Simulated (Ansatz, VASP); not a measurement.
## One calculation of SnCl, two programs

```
Sn Cl
1.0
     4.68937    0.00000    0.00000
     0.00000    4.68937    0.00000
     0.00000    0.00000    5.32412
Sn Cl
2 2
Direct
  0.00000 0.00000 0.85381
  0.50000 0.50000 0.85445
  0.00000 0.00000 0.33256
  0.50000 0.50000 0.33251
```

Alike in both runs: functional PBE; k mesh 4 × 4 × 4; occupations gaussian, width 0.1 eV; no spin polarisation.

Ansatz relaxed the structure, and its values are those at the end. VASP's run is a single point on that final structure, the one shown.

```csv
,VASP,Ansatz
version,VASP 6.6.1,Ansatz 0.2.0
potentials or method,"VASP PAW PBE potentials, release 64 (Sn_d, Cl)","scalar-relativistic, plane waves, PAW"
plane-wave cutoff (eV),520,420
valence electrons in the cell,42,42
```

```tsv
	VASP	Ansatz	Ansatz less VASP
gap on the k mesh at the Fermi level (eV)	none	none	-
pressure (GPa)	0.1	0.2	+0.08
```

A gap of «none» marks a metal or a gap that the smearing closes.
